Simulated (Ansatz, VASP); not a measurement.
# HgTe in two plane-wave programs

One calculation is typed for both programs; each brings its own data sets and cutoff. How far apart do they land? The cell is taken from a series of VASP runs on this material, whose earlier steps may have relaxed, scaled or displaced it; both programs get it as it stands.

Program: Ansatz 0.2.0. Level of theory: plane waves, with VASP 6.6.1 beside it; band structure at PBE, spin-orbit coupling. Results are calculated unless marked as measured.

## (1) Set-up

Symmetry: F-43m, No. 216, cubic system. Conventional cell: a = 6.429 Å, b = 6.429 Å, c = 6.429 Å, α = 90.00°, β = 90.00°, γ = 90.00°. Nearest to Hg lie 4 Te at 2.78 Å. Te has 4 Hg at 2.78 Å nearest. Farther neighbours and most contacts between anions are not listed.

As a file:

```cif
data_structure
_symmetry_space_group_name_H-M 'F-43m'
_symmetry_Int_Tables_number 216
_cell_length_a 6.4290
_cell_length_b 6.4290
_cell_length_c 6.4290
_cell_angle_alpha 90.000
_cell_angle_beta 90.000
_cell_angle_gamma 90.000
_cell_volume 265.72
loop_
_atom_site_label
_atom_site_type_symbol
_atom_site_symmetry_multiplicity
_atom_site_Wyckoff_symbol
_atom_site_fract_x
_atom_site_fract_y
_atom_site_fract_z
_atom_site_occupancy
Hg1 Hg 4 a 0.00000 0.00000 0.00000 1
Te1 Te 4 c 0.25000 0.25000 0.25000 1
```

## (2) VASP: band structure, PBE, spin-orbit coupling

With cell and atoms fixed, the geometry can't cause a difference; cores, projectors, grids and the points listed under the comparison can.

Lines of VASP's logs that name or quote its potential files are left out, and so is its time.

INCAR

```
SYSTEM = HgTe
PREC = Accurate
ENCUT = 400
EDIFF = 1E-06
NELM = 100
ISMEAR = 0
SIGMA = 0.02
LREAL = .FALSE.
ALGO = Normal
GGA = PE
LNONCOLLINEAR = .TRUE.
MAGMOM = 0 0 0 0 0 0
NBANDS = 30
GGA_COMPAT = .FALSE.
LASPH = .TRUE.
LSORBIT = .TRUE.
LORBIT = 11
LWAVE = .FALSE.
LCHARG = .FALSE.
KPAR = 4
ISIF = 2
```

POSCAR

```
HgTe
1.0
    0.0000000000      3.2145000000      3.2145000000
    3.2145000000      0.0000000000      3.2145000000
    3.2145000000      3.2145000000      0.0000000000
Hg Te
1 1
Direct
    0.0000000000      0.0000000000      0.0000000000
    0.7500000000      0.7500000000      0.7500000000
```

KPOINTS

```
Automatic mesh
0
Gamma
8 8 8
0 0 0
```

KPOINTS_OPT

```
Line mode
16
Line-mode
Reciprocal
  0.00000000   0.00000000   0.00000000 GAMMA
  0.50000000   0.00000000   0.50000000 X

  0.50000000   0.00000000   0.50000000 X
  0.50000000   0.25000000   0.75000000 W

  0.50000000   0.25000000   0.75000000 W
  0.37500000   0.37500000   0.75000000 K

  0.37500000   0.37500000   0.75000000 K
  0.00000000   0.00000000   0.00000000 GAMMA

  0.00000000   0.00000000   0.00000000 GAMMA
  0.50000000   0.50000000   0.50000000 L

  0.50000000   0.50000000   0.50000000 L
  0.62500000   0.25000000   0.62500000 U

  0.62500000   0.25000000   0.62500000 U
  0.50000000   0.25000000   0.75000000 W

  0.50000000   0.25000000   0.75000000 W
  0.50000000   0.50000000   0.50000000 L

  0.50000000   0.50000000   0.50000000 L
  0.37500000   0.37500000   0.75000000 K

  0.62500000   0.25000000   0.62500000 U
  0.50000000   0.00000000   0.50000000 X
```

PAW data sets: Hg and Te (PBE family, release 64).

On the command line:

```bash
$ mpirun -np 4 vasp_ncl
```

Numbers of over 12 decimals in the logs are rounded to 6 here.

The log of the run:

```text
[banner, memory and clock lines left out]
running    4 mpi-ranks, on    1 nodes
 distrk:  each k-point on    1 cores,    4 groups
 distr:  one band on    1 cores,    1 groups

 POSCAR found type information on POSCAR HgTe
 POSCAR found :  2 types and       2 ions
 LDA part: xc-table for (Slater+PW92), standard interpolation
 POSCAR, INCAR and KPOINTS ok, starting setup
 FFT: planning ... GRIDC
 FFT: planning ... GRID_SOFT
 FFT: planning ... GRID
 WAVECAR not read
 entering main loop
       N       E                     dE             d eps       ncg     rms          rms(c)
DAV:   1     0.997210542740E+02    0.99721E+02   -0.68471E+03  2588   0.849E+02
DAV:   2     0.297284144935E+00   -0.99424E+02   -0.95151E+02  2882   0.232E+02
DAV:   3    -0.411787456851E+01   -0.44152E+01   -0.43848E+01  3032   0.490E+01
DAV:   4    -0.417110777218E+01   -0.53233E-01   -0.53220E-01  3276   0.494E+00
DAV:   5    -0.417163352576E+01   -0.52575E-03   -0.52574E-03  3024   0.500E-01    0.975E+00
DAV:   6    -0.396403278631E+01    0.20760E+00   -0.39707E-01  2832   0.942E+00    0.724E+00
DAV:   7    -0.395897151050E+01    0.50613E-02   -0.14057E-01  2856   0.261E+00    0.321E+00
DAV:   8    -0.395790263254E+01    0.10689E-02   -0.10469E-02  2838   0.115E+00    0.119E+00
DAV:   9    -0.395772321564E+01    0.17942E-03   -0.93732E-04  2910   0.282E-01    0.382E-01
DAV:  10    -0.395779442476E+01   -0.71209E-04   -0.47580E-04  2892   0.265E-01    0.826E-02
DAV:  11    -0.395779749744E+01   -0.30727E-05   -0.42523E-05  2910   0.867E-02    0.259E-02
DAV:  12    -0.395780465657E+01   -0.71591E-05   -0.24160E-05  3060   0.468E-02    0.223E-02
DAV:  13    -0.395780453342E+01    0.12316E-06   -0.19543E-06  2862   0.152E-02
   1 F= -.39578045E+01 E0= -.39577825E+01  d E =-.440773E-04  mag=     0.0000     0.0000     0.0000
 Start KPOINTS_OPT (optional k-point list driver)
k-point batch [1-43\160]
       N       E                     dE             ncg
DAV:   1     0.220270098145E+04   -0.14782E+05     2596
DAV:   2    -0.206285457301E+04   -0.42656E+04     2868
DAV:   3    -0.224140449552E+04   -0.17855E+03     3102
DAV:   4    -0.224356538366E+04   -0.21609E+01     3338
DAV:   5    -0.224358546478E+04   -0.20081E-01     3062
DAV:   6    -0.224358601716E+04   -0.55238E-03     3336
DAV:   7    -0.224358603096E+04   -0.13798E-04     2784
DAV:   8    -0.224358603140E+04   -0.44024E-06     2098
[...]
k-point batch [130-160\160]
       N       E                     dE             ncg
DAV:   1     0.674639845050E+04   -0.12767E+05     1868
DAV:   2     0.371654438381E+04   -0.30299E+04     2098
DAV:   3     0.359147220851E+04   -0.12507E+03     2256
DAV:   4     0.359003812732E+04   -0.14341E+01     2356
DAV:   5     0.359002586908E+04   -0.12258E-01     2134
DAV:   6     0.359002554213E+04   -0.32694E-03     2374
DAV:   7     0.359002553282E+04   -0.93110E-05     1916
DAV:   8     0.359002553251E+04   -0.31282E-06     1548
```

OUTCAR, selected parts (step 2):

```text
ion  position               nearest neighbor table
   1  0.000  0.000  0.000-   2 2.78   2 2.78   2 2.78   2 2.78
   2  0.750  0.750  0.750-   1 2.78   1 2.78   1 2.78   1 2.78

  LATTYP: Found a face centered cubic cell.
 ALAT       =     6.4290000000

 Subroutine GETGRP returns: Found 24 space group operations
 (whereof 24 operations were pure point group operations)

The static configuration has the point symmetry T_d .

 Found     43 irreducible k-points:

   k-points           NKPTS =     43   k-points in BZ     NKDIM =     43   number of bands    NBANDS=     30

   dimension x,y,z NGX =    30 NGY =   30 NGZ =   30
   dimension x,y,z NGXF=    60 NGYF=   60 NGZF=   60

   ENCUT  =  400.0 eV  29.40 Ry    5.42 a.u.   7.41  7.41  7.41*2*pi/ulx,y,z

   NELECT =      18.0000    total number of electrons

 k-points in reciprocal lattice and weights: Automatic mesh
   0.00000000  0.00000000  0.00000000       0.002
   0.12500000  0.00000000  0.00000000       0.008
  -0.12500000  0.00000000  0.00000000       0.008
   0.25000000  0.00000000  0.00000000       0.008
  -0.25000000  0.00000000  0.00000000       0.008
   0.37500000  0.00000000  0.00000000       0.008
  -0.37500000  0.00000000  0.00000000       0.008
   0.50000000  0.00000000  0.00000000       0.008
   0.12500000  0.12500000  0.00000000       0.012
[...]
-0.37500000  0.50000000  0.12500000       0.023
  -0.25000000  0.50000000  0.25000000       0.012

 average (electrostatic) potential at core
       1 -40.2747       2 -91.2102

 E-fermi :   3.5226

 k-point     1 :       0.0000    0.0000    0.0000
  band No.  band energies     occupation
    ...
     12      -3.1437      1.00000
     13       2.5898      1.00000
     14       2.5898      1.00000
     15       2.7778      1.00000
     16       2.7778      1.00000
     17       3.5226      0.50000
     18       3.5226      0.50000
     19       3.5226      0.50000
     20       3.5226      0.50000
     21       6.6755      0.00000
    ...

 k-point     2 :       0.1250    0.0000    0.0000
  band No.  band energies     occupation
    ...
     14       1.4127      1.00000
     15       2.8020      1.00000
     16       2.8020      1.00000
     17       3.3026      1.00000
     18       3.3778      1.00000
     19       3.9837      0.00000
     20       3.9837      0.00000
     21       6.9678      0.00000
     22       6.9678      0.00000
     23       7.7246      0.00000
    ...

 k-point     3 :      -0.1250    0.0000    0.0000
  band No.  band energies     occupation
    ...
     14       1.4127      1.00000
     15       2.8020      1.00000
     16       2.8020      1.00000
     17       3.3026      1.00000
     18       3.3778      1.00000
     19       3.9837      0.00000
     20       3.9837      0.00000
     21       6.9678      0.00000
     22       6.9678      0.00000
     23       7.7246      0.00000
    ...

  Total        1.7960759      1.7960759      1.7960759      0.0000000      0.0000000     -0.0000000
  in kB       43.3176605     43.3176605     43.3176605      0.0000000      0.0000000     -0.0000000
  external PRESSURE =      43.3176605 kB  Pullay stress =       0.0000000 kB

  energy-cutoff  :      400.00
  volume of cell :       66.43
      direct lattice vectors                 reciprocal lattice vectors
     0.000000000  3.214500000  3.214500000    -0.155545186  0.155545186  0.155545186
     3.214500000  0.000000000  3.214500000     0.155545186 -0.155545186  0.155545186
     3.214500000  3.214500000  0.000000000     0.155545186  0.155545186 -0.155545186

 POSITION                                       TOTAL-FORCE (eV/Angst)
 -----------------------------------------------------------------------------------
      0.00000      0.00000      0.00000         0.000000      0.000000      0.000000
      4.82175      4.82175      4.82175        -0.000000     -0.000000     -0.000000
 -----------------------------------------------------------------------------------
    total drift:                               -0.000000     -0.000000     -0.000000

  FREE ENERGIE OF THE ION-ELECTRON SYSTEM (eV)
  ---------------------------------------------------
  free  energy   TOTEN  =        -3.9578045334 eV

  energy  without entropy=       -3.9577604561  energy(sigma->0) =       -3.95778249

 Spin-Orbit-Coupling matrix elements
 Ion:    1  E_soc:     -0.6032671
 Ion:    2  E_soc:     -0.2157730

 total charge
# of ion       s       p       d       tot
------------------------------------------
    1        0.754   0.446   9.355  10.555
    2        1.368   1.984   0.036   3.388
--------------------------------------------------
tot          2.122   2.430   9.391  13.943

 magnetization (x)
# of ion       s       p       d       tot
------------------------------------------
    1       -0.000  -0.000   0.000  -0.000
    2        0.000  -0.000  -0.000  -0.000
--------------------------------------------------
tot         -0.000  -0.000   0.000  -0.000

 magnetization (y)
# of ion       s       p       d       tot
------------------------------------------
    1        0.000  -0.000   0.000  -0.000
    2        0.000  -0.000   0.000  -0.000
--------------------------------------------------
tot          0.000  -0.000   0.000  -0.000

 magnetization (z)
# of ion       s       p       d       tot
------------------------------------------
    1        0.000  -0.000  -0.000  -0.000
    2       -0.000   0.000  -0.000   0.000
--------------------------------------------------
tot          0.000   0.000  -0.000  -0.000

[... 3 further parts left out ...]
```

The run ends at a pressure of 4.33 GPa.

## (3) Ansatz: band structure, PBE, spin-orbit coupling

Ansatz runs on its fully relativistic PAW (standard-fr) files.

The same cell, functional, mesh and smearing now go to Ansatz, which takes its cutoff from its data sets.

input.yaml

```yaml
crystal:
  lattice:
    - [0.0, 3.2145, 3.2145]
    - [3.2145, 0.0, 3.2145]
    - [3.2145, 3.2145, 0.0]
  atoms:
    - { symbol: Hg, position: [0.0, 0.0, 0.0] }
    - { symbol: Te, position: [0.75, 0.75, 0.75] }
hamiltonian:
  xc: pbe
  pseudopotentials: { kind: paw_fr }
magnetization:
  noncollinear: true
  spin_orbit: true
kpoints:
  mp_grid: { grid: [8, 8, 8] }
  band_path:
    path:
      - [0.0, 0.0, 0.0]
      - [0.16667, 0.0, 0.16667]
      - [0.33333, 0.0, 0.33333]
      - [0.5, 0.0, 0.5]
      - [0.5, 0.08333, 0.58333]
      - [0.5, 0.18333, 0.68333]
      - [0.5, 0.25, 0.75]
      - [0.45, 0.3, 0.75]
      - [0.40833, 0.34167, 0.75]
      - [0.35, 0.35, 0.7]
      - [0.225, 0.225, 0.45]
      - [0.075, 0.075, 0.15]
      - [0.03333, 0.03333, 0.03333]
      - [0.23333, 0.23333, 0.23333]
      - [0.4, 0.4, 0.4]
      - [0.51667, 0.46667, 0.51667]
      - [0.55833, 0.38333, 0.55833]
      - [0.60833, 0.28333, 0.60833]
      - [0.60833, 0.25, 0.64167]
      - [0.55833, 0.25, 0.69167]
      - [0.51667, 0.25, 0.73333]
      - [0.5, 0.3, 0.7]
      - [0.5, 0.38333, 0.61667]
      - [0.5, 0.48333, 0.51667]
      - [0.475, 0.475, 0.55]
      - [0.425, 0.425, 0.65]
      - [0.38333, 0.38333, 0.73333]
      - [0.59167, 0.18333, 0.59167]
      - [0.55, 0.1, 0.55]
      - [0.5, 0.0, 0.5]
    npoints: 1
scf:
  occupations: { method: gaussian, width: 0.02 }
  n_extra_bands: 14
output:
  forces: true
  stress: true
  eigenvalues: true
```

On the command line:

```bash
$ ansatz run input.yaml --threads 2 --pin off --max-ram 4608MiB --backend cpu --events-out ev --progress --plain --runs-dir out
```

The log of the run:

```text
scf.n_extra_bands = 14 over 36 filled bands (N_el = 36.0): the run solves 50 bands
Engine: ansatz 0.2.0, aarch64-unknown-linux-gnu
Pseudopotentials: kind: paw_fr
Pseudopotential: Hg, paw_fr, valence charge 20, recommended cutoff 420 eV (normal), Hg.paw.azcp#standard-fr
Pseudopotential: Te, paw_fr, valence charge 16, recommended cutoff 420 eV (normal), Te.paw.azcp#standard-fr
Functional definition: PBE
  parameter kappa = 0.804
  parameter beta = 0.066725
  exchange = pbe_x(kappa = kappa, mu = beta*pi^2/3)
  correlation = pbe_c(beta = beta)
non-collinear run that drives no moment, with spin-orbit: no starting moment large enough to seed its density (crystal.atoms[].spin), no starting occupations that ask for one, no magnetisation constraint and no magnetic field, so the semilocal B_xc is pinned to zero
Crystal: 2 atoms, lattice volume = 66.431 Å³
Basis set: ecut = 420 eV, 1291 PW (Γ), exchange–correlation on 64×64×64 points (8 copies of the dense FFT grid, shifted against one another)
Bands: 50, of which v1, the nominal top of the filled ones, is band 36 counted from 1 (35 counted from 0)
Symmetry: 24 space group operations + 24 with time reversal
Magnetic group: BNS 216.75 (UNI 1577), of the structure as read, at distance tolerance 4.1e-5 Å
k-points: 29 of 512 (time reversal used)
Projection manifold: j_resolved (fully-relativistic pseudo-atomic orbitals)
Non-local potential: Hg, projectors of the file, l = 0: 3, l = 1: 4, l = 2: 4, l = 3: 2
Non-local potential: Te, projectors of the file, l = 0: 2, l = 1: 4, l = 2: 4, l = 3: 4
PAW form: soft (Blöchl's): semilocal exchange-correlation on the pseudo side does not see the compensation charge
PAW one-centre angular grid: Hg, 590 points (default); XC on 64 Gauss nodes
PAW one-centre angular grid: Te, 590 points (default); XC on 64 Gauss nodes
Initial density: superposition of atomic densities (chi_scale 0.1, normalization cell, long waves kept (reshape's long-wave potential 0.00 eV rms))
Initial wavefunctions: pseudopotential atomic-orbital guess
Functional: x = pbe(κ = 0.804, μ = 0.219515), c = pbe(β = 0.066725)
SCF iter   1: F=—  HF=-20837.137559 eV  |F-HF|=—  |Δ(HF+E_count)|=         —  Δρ=2.15e-2  dr2=3.85e-1  dr2_m=0.00e0 (ungated)  ethr=3.10e-3  |M|=0.00e0 ∫|m|=0.00e0 μB  |m|>n=0.0e0 m-floor=0.0e0 τ_xc=0.0e0  β_m=0.30  ⟨swp⟩=8.5  Hψ=7398  notcnv=0  defer=45
preconditioner: auto → none  [metal: Δε(μ)=0.001 eV  Ē_g=12.451 eV  σ=0.020 eV  W_gap=0.02  n_scr=14 (ndim 8)  ℏωp=19.3 eV  f_vac=0.164  D(μ)=0.22/eV (n_scr^D=0)  sad-step TF]
SCF iter   2: F=—  HF=-20837.098423 eV  |F-HF|=—  |Δ(HF+E_count)|=   3.91e-2  Δρ=1.61e-2  dr2=2.14e-1  dr2_m=0.00e0 (ungated)  ethr=1.07e-3  |M|=0.00e0 ∫|m|=0.00e0 μB  |m|>n=0.0e0 m-floor=0.0e0 τ_xc=0.0e0  β_m=0.65  ⟨swp⟩=1.0  Hψ=1682  notcnv=0  defer=87
SCF iter   3: F=—  HF=-20837.045793 eV  |F-HF|=—  |Δ(HF+E_count)|=   5.26e-2  Δρ=2.46e-3  dr2=2.39e-3  dr2_m=0.00e0 (ungated)  ethr=5.95e-4  |M|=0.00e0 ∫|m|=0.00e0 μB  |m|>n=0.0e0 m-floor=0.0e0 τ_xc=0.0e0  β_m=0.79  ⟨swp⟩=2.2  Hψ=1896  notcnv=0  defer=151
SCF iter   4: F=—  HF=-20837.047239 eV  |F-HF|=—  |Δ(HF+E_count)|=   1.45e-3  Δρ=1.19e-3  dr2=9.52e-4  dr2_m=0.00e0 (ungated)  ethr=6.65e-6  |M|=0.00e0 ∫|m|=0.00e0 μB  |m|>n=0.0e0 m-floor=0.0e0 τ_xc=0.0e0  β_m=0.63  ⟨swp⟩=2.0  Hψ=2856  notcnv=0  defer=218
SCF iter   5: F=—  HF=-20837.046882 eV  |F-HF|=—  |Δ(HF+E_count)|=   3.58e-4  Δρ=2.92e-4  dr2=4.41e-5  dr2_m=0.00e0 (ungated)  ethr=2.64e-6  |M|=0.00e0 ∫|m|=0.00e0 μB  |m|>n=0.0e0 m-floor=0.0e0 τ_xc=0.0e0  β_m=0.79  ⟨swp⟩=2.7  Hψ=2059  notcnv=0  defer=218
SCF iter   6: F=—  HF=-20837.046879 eV  |F-HF|=—  |Δ(HF+E_count)|=   3.03e-6  Δρ=3.62e-5  dr2=9.34e-7  dr2_m=0.00e0 (ungated)  ethr=1.23e-7  |M|=0.00e0 ∫|m|=0.00e0 μB  |m|>n=0.0e0 m-floor=0.0e0 τ_xc=0.0e0  β_m=0.75  ⟨swp⟩=2.2  Hψ=1840  notcnv=0  defer=218
SCF iter   7: F=—  HF=-20837.046879 eV  |F-HF|=—  |Δ(HF+E_count)|=   1.34e-8  Δρ=1.63e-5  dr2=2.10e-7  dr2_m=0.00e0 (ungated)  ethr=2.78e-10  |M|=0.00e0 ∫|m|=0.00e0 μB  |m|>n=0.0e0 m-floor=0.0e0 τ_xc=0.0e0  β_m=0.70  ⟨swp⟩=12.0  Hψ=7909  notcnv=0
SCF iter   8: F=-20837.046879 eV  HF=-20837.046879 eV  |F-HF|=3.04e-9  |Δ(HF+E_count)|=   2.34e-8  Δρ=2.63e-6  dr2=4.77e-9  dr2_m=0.00e0 (ungated)  ethr=2.78e-10  |M|=0.00e0 ∫|m|=0.00e0 μB  |m|>n=0.0e0 m-floor=0.0e0 τ_xc=0.0e0  ⟨swp⟩=4.2  Hψ=4262  notcnv=0
SCF 1 converged in 8 iterations: F = -20837.046879 eV  dr2 = 4.77e-9
  greatest PAW one-centre occupation: 1.000 electrons in one spin orbital (limit 2), on the Hg atom at site 0 (counted from 0), in its partial waves of l = 0
NSCF: frozen V_eff on 30 k-points
SCF converged after 8 iterations
Magnetization: |M| = 0.0000 μB,  M = (+0.0000, +0.0000, +0.0000) μB
Absolute magnetization: 0.0000 μB (∫|m|)
  site 0: m = (+0.0000, +0.0000, +0.0000) μB, |m| = 0.0000 μB  (R = 1.15 Å)
  site 1: m = (+0.0000, +0.0000, +0.0000) μB, |m| = 0.0000 μB  (R = 1.15 Å)
Free energy (F): -20837.046879 eV
Harris-Foulkes:  -20837.046879 eV  (|F-HF|=3.04e-9)
Internal energy: -20837.046835 eV  (E = F + TS)
E sigma→0 (E₀):  -20837.046857 eV
Entropy (-TS):   -0.000044 eV (-0.022 meV/atom)
Fermi energy:    9.263062 eV
--- Per-component energies (eV) ---
  E_band       = -770.803010
  E_kinetic    = 785.694951
  E_local      = -4761.072062  (includes V_loc(G=0)·N_el)
  E_nonlocal   = -252.951699
  E_hartree    = 2319.436832
  E_xc         = -345.718158
  E_vxc        = -367.746240  (∫ρ·V_xc dr)
  E_paw        = -14639.379794  (= ΣΔE_a)
  E_vpaw       = -813.598425  (= ΣTr[D̂ρ^β])
  E_aug_tail   = 0.000705  (compensation charges beyond the density's cutoff)
  E_ewald      = -3943.057611
  E_smearing   = -0.000044  (= −TS)
  E_closure    = 0.000000  (closes the sum)
  Σ components = -20837.046879   (vs F -20837.046879, Δ=0.00e0)
--- Forces (eV/Å), atoms counted from 1 ---
  atom   1  Hg    -0.00000000    -0.00000000    -0.00000000
  atom   2  Te     0.00000000    -0.00000000    -0.00000000
  max |Σ_I F_I| component: 1.02e-16 eV/Å
--- Stress (GPa, compression-positive) ---
        4.072182       0.000000      -0.000000
       -0.000000       4.072182       0.000000
       -0.000000       0.000000       4.072182
  P = ⅓ Tr σ = 4.0722 GPa (40.722 kbar)
--- Band table (eV; the first three rows and the last of 29) ---
  k-point 0: bands = [... 32 lower, 8.4839, 8.4839, 9.2631, 9.2631, 9.2631, 9.2631, 12.3198, 12.3198, ... 10 higher]
  k-point 1: bands = [... 32 lower, 8.5172, 8.5172, 9.0428, 9.1192, 9.7176, 9.7176, 12.6272, 12.6272, ... 10 higher]
  k-point 2: bands = [... 32 lower, 8.1449, 8.1449, 8.6468, 8.7483, 9.8674, 9.8674, 13.3420, 13.3420, ... 10 higher]
  k-point 28: bands = [... 32 lower, 6.0594, 6.3093, 6.3612, 6.4490, 11.9426, 12.3753, 13.5814, 13.6456, ... 10 higher]
```

Wall time 24 s (2 threads of Arm Neoverse V1, shared host); peak memory 0.59 GiB.

In the SCF lines HF is the Harris–Foulkes energy and dr2 the Hartree energy of the density residual, in eV; the loop may stop once dr2 is under the threshold and the program's other checks hold. Hψ counts applications of the Hamiltonian.

## (4) Differences

Known differences besides the potentials themselves: spin-orbit coupling enters by fully relativistic files in Ansatz and inside the spheres in VASP; the data sets hold 36 valence electrons in Ansatz (fully relativistic PAW (standard-fr) files) and 18 in VASP; the cutoff is 420 eV in Ansatz and 400 eV in VASP. Total energies have different zeros and are not compared.

The two programs side by side:

```csv
quantity,Ansatz,VASP,difference
pressure (GPa),4.07,4.33,-0.26
```

Levels from 3 eV below to 2 eV above the Fermi level differ by 13 meV r.m.s. and 35 meV at most; each VASP level is matched to the nearest of Ansatz, which flatters the figure a little.

## (5) Summary of results

```yaml
r_m_s_difference_of_levels_near_the_fermi_level_band_structure_pbe_spin_orbit_coupling: 13 meV
```

In words: The r.m.s. difference of levels near the Fermi level is 13 meV (band structure, PBE, spin-orbit coupling), within the 80 meV picked in this series as the mark of a large difference. Such differences can come from data sets, numerical settings and the points named under the comparisons, not from the functional's error against experiment.

[Lines on the potential files, build, host, timing and source positions are cut from VASP's logs without a mark.]

[Logs are printed without paths, hosts, clocks, repeated set-up lines and the standing remarks that a program may print on its own settings, such as how far it seeks lower states.]

[Hosts, paths, dates, database ids (printed as entryN), source tags and the programs' standing remarks are cut or masked in the printed files.]
